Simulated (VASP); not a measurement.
Output of a VASP run:

OSZICAR:
```
       N       E                     dE             d eps       ncg     rms          rms(c)
DAV:   1     0.239058784074E+03    0.23906E+03   -0.11757E+04   944   0.201E+03
DAV:   2     0.172747757966E+02   -0.22178E+03   -0.21014E+03  1368   0.307E+02
DAV:   3    -0.244388156992E+02   -0.41714E+02   -0.40878E+02  1248   0.150E+02
DAV:   4    -0.264274547231E+02   -0.19886E+01   -0.19883E+01  1360   0.365E+01
DAV:   5    -0.265303252391E+02   -0.10287E+00   -0.10287E+00  1600   0.752E+00    0.288E+01
DAV:   6    -0.248724755707E+02    0.16578E+01   -0.10928E+02  1376   0.610E+01    0.322E+01
DAV:   7    -0.228163797939E+02    0.20561E+01   -0.24907E+02  1480   0.140E+02    0.207E+01
DAV:   8    -0.222232030930E+02    0.59318E+00   -0.44768E+00  1088   0.231E+01    0.146E+01
DAV:   9    -0.206520174345E+02    0.15712E+01   -0.69443E+00  1392   0.217E+01    0.252E+00
DAV:  10    -0.205608245834E+02    0.91193E-01   -0.31587E-01  1520   0.532E+00    0.168E+00
DAV:  11    -0.205245058119E+02    0.36319E-01   -0.67173E-02  1504   0.234E+00    0.132E+00
DAV:  12    -0.204773772125E+02    0.47129E-01   -0.37217E-01  1360   0.594E+00    0.351E-01
DAV:  13    -0.204796423370E+02   -0.22651E-02   -0.16812E-02  1560   0.796E-01    0.237E-01
DAV:  14    -0.204782576254E+02    0.13847E-02   -0.10444E-02  1344   0.987E-01    0.647E-02
DAV:  15    -0.204783719700E+02   -0.11434E-03   -0.21485E-03  1560   0.432E-01    0.782E-02
DAV:  16    -0.204782856267E+02    0.86343E-04   -0.24917E-03  1328   0.461E-01    0.814E-02
DAV:  17    -0.204782514386E+02    0.34188E-04   -0.41259E-04  1440   0.187E-01    0.957E-03
DAV:  18    -0.204782547139E+02   -0.32753E-05   -0.70043E-05  1304   0.796E-02    0.208E-02
DAV:  19    -0.204782510073E+02    0.37066E-05   -0.15774E-05  1520   0.380E-02    0.608E-03
DAV:  20    -0.204782507009E+02    0.30642E-06   -0.10698E-06  1264   0.889E-03    0.255E-03
DAV:  21    -0.204782505527E+02    0.14823E-06   -0.28918E-07   968   0.512E-03    0.880E-04
DAV:  22    -0.204782505184E+02    0.34228E-07   -0.51064E-08   568   0.249E-03
   1 F= -.20478251E+02 E0= -.20478251E+02  d E =0.000000E+00
```

File OUTCAR:
```
------------------------ aborting loop because EDIFF is reached ----------------------------------------
  FORCE on cell =-STRESS in cart. coord.  units (eV):
  Direction    XX          YY          ZZ          XY          YZ          ZX
  --------------------------------------------------------------------------------------
  Total        0.0051399      0.0051399      0.0051399     -0.0000000      0.0000000      0.0000000
  in kB        0.2023339      0.2023339      0.2023339     -0.0000000      0.0000000      0.0000000
  external PRESSURE =       0.2023339 kB  Pullay stress =       0.0000000 kB
  volume of cell :       40.70
      direct lattice vectors                 reciprocal lattice vectors
     0.000000000  2.730158206  2.730158206    -0.183139570  0.183139570  0.183139570
     2.730158206  0.000000000  2.730158206     0.183139570 -0.183139570  0.183139570
     2.730158206  2.730158206  0.000000000     0.183139570  0.183139570 -0.183139570
 POSITION                                       TOTAL-FORCE (eV/Angst)
 -----------------------------------------------------------------------------------
      0.00000      0.00000      0.00000        -0.000000     -0.000000     -0.000000
      1.36508      1.36508      1.36508         0.000000      0.000000      0.000000
      4.09524      4.09524      4.09524        -0.000000     -0.000000     -0.000000
 -----------------------------------------------------------------------------------
    total drift:                                0.000000     -0.000000      0.000000
  FREE ENERGIE OF THE ION-ELECTRON SYSTEM (eV)
  ---------------------------------------------------
  free  energy   TOTEN  =       -20.4782505184 eV

  energy  without entropy=      -20.4782505184  energy(sigma->0) =      -20.47825052

 total charge

# of ion       s       p       d       f       tot
--------------------------------------------------
    1        2.016   5.797   0.843   0.955   9.611
    2        1.568   3.439   0.000   0.000   5.007
    3        1.568   3.439   0.000   0.000   5.007
--------------------------------------------------
tot          5.153  12.675   0.843   0.955  19.625

 Electric field gradients after diagonalization (V/A^2)
 (convention: |V_zz| > |V_xx| > |V_yy|)
----------------------------------------------------------------------
 ion       V_xx      V_yy      V_zz     asymmetry (V_yy - V_xx)/ V_zz
----------------------------------------------------------------------
   1      -0.000    -0.000     0.001       0.000
   2       0.001     0.001    -0.003       0.000
   3       0.001     0.001    -0.003       0.000
```
(Selected blocks of OUTCAR.)

File POSCAR:
```
CeO2
1
    0.0000000000     2.7301582064     2.7301582064
    2.7301582064     0.0000000000     2.7301582064
    2.7301582064     2.7301582064     0.0000000000
Ce O
1 2
Direct
  0.0000000000   0.0000000000   0.0000000000
  0.2500000000   0.2500000000   0.2500000000
  0.7500000000   0.7500000000   0.7500000000
```

Task: Write an INCAR and KPOINTS that could have produced this output.

Result: Several could match; the one computed here: the input of the run itself, optB88-vdW, plane waves, VASP's PBE PAW potentials (set 64).

File KPOINTS:
```
K-points
0
gamma
8 8 8
```

### INCAR
```
! general
SYSTEM   = CeO2
PREC     = Accurate
ENCUT    = 520   ! plane-wave cut-off (eV)
LREAL    = F   ! projection in real space or not
LASPH    = T   ! aspherical one-centre terms

! electronic loop
EDIFF    = 1E-7   ! SCF stop (eV)
NELM     = 100   ! most electronic steps
ALGO     = Normal   ! blocked Davidson
LMAXMIX  = 6

! smearing
ISMEAR   = -5

! functional
GGA      = BO
LUSE_VDW = T
AGGAC    = 0.0
PARAM1   = 0.1833333333
PARAM2   = 0.22

! ions
ISIF     = 2

! output
LWAVE    = F
LCHARG   = T
LORBIT   = 11
NEDOS    = 601   ! DOS grid

! other
LEFG     = T
```

POTCAR, in this order: Ce O (PBE.64 set). Program: vasp_std.

The compound is CeO2 in the fluorite structure. It was relaxed first. The run is not spin-polarised, so no magnetic state was tried.
